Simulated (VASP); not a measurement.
Write the native input for VASP 6.6.1 that does the following.

* Task: relaxation of cell and atoms
* Functional: AM05
* Potentials or basis: VASP PAW PBE potentials, release 64 (Ba_sv, Sb, Mg, F)
* Cutoff: 600 eV
* k mesh: 6 × 6 × 4
* Occupations: gaussian, width 0.03 eV
* Spin: no spin polarisation
* Further INCAR settings: ALGO = Normal; EDIFF = 1e-06; IBRION = 2; EDIFFG = -0.01; NSW = 90; ISIF = 3

The structure of BaMgSbF lies in POSCAR:

```
BaMgSbF
1.0
    4.5733000000      0.0000000000      0.0000000000
    0.0000000000      4.5733000000      0.0000000000
    0.0000000000      0.0000000000      9.8184000000
Ba Sb Mg F
2 2 2 2
Direct
    0.5000000000      0.0000000000      0.1404600000
    0.0000000000      0.5000000000      0.8595400000
    0.5000000000      0.0000000000      0.6750100000
    0.0000000000      0.5000000000      0.3249900000
    0.5000000000      0.5000000000      0.5000000000
    0.0000000000      0.0000000000      0.5000000000
    0.5000000000      0.5000000000      0.0000000000
    0.0000000000      0.0000000000      0.0000000000
```

The cell comes from a database or a generator and needn't be the stable form of this composition.

The input as run:

INCAR

```
SYSTEM = BaMgSbF
PREC = Accurate
ENCUT = 600
EDIFF = 1E-6
ISMEAR = 0
SIGMA = 0.03
LREAL = .False.
LASPH = .True.
NELM = 80
ALGO = Normal
ISIF = 3
LWAVE = .False.
LCHARG = .False.
GGA = AM
IBRION = 2
NSW = 90
EDIFFG = -0.01
KPAR = 2
```

KPOINTS

```
Automatic mesh
0
Gamma
  6 6 4
  0 0 0
```

Potentials or basis: VASP PAW PBE potentials, release 64 (Ba_sv, Sb, Mg, F).

Run with:

```bash
$ cat potpaw_PBE.64/Ba_sv/POTCAR potpaw_PBE.64/Sb/POTCAR potpaw_PBE.64/Mg/POTCAR potpaw_PBE.64/F/POTCAR > POTCAR
$ mpirun -np 2 vasp_std > vasp.out
```

Results of the run:

```yaml
Relaxed_volume: 25.88 Å³/atom
Relaxed_cell: a = 4.581 Å, b = 4.581 Å, c = 9.866 Å, α = 90.00°, β = 90.00°, γ = 90.00°
Space_group_after_relaxing_to_0.05_Å: P4/nmm (No. 129)
Energy_gained_by_relaxing: 1.0 meV/atom
Ionic_steps: 5
Pressure_after_relaxing: 0.0 GPa
Band_gap_on_the_k_mesh: 1.14 eV, direct
```

Caveat: the PAW data sets were made with another functional, which shifts forces and pressure a little; spin-orbit coupling is left out, which moves the levels of the heavy elements.

It took 4.6 min on 2 MPI ranks on Intel(R) Xeon(R) Platinum 8488C (Sapphire Rapids), on a shared host, peak memory 0.53 GiB a rank.
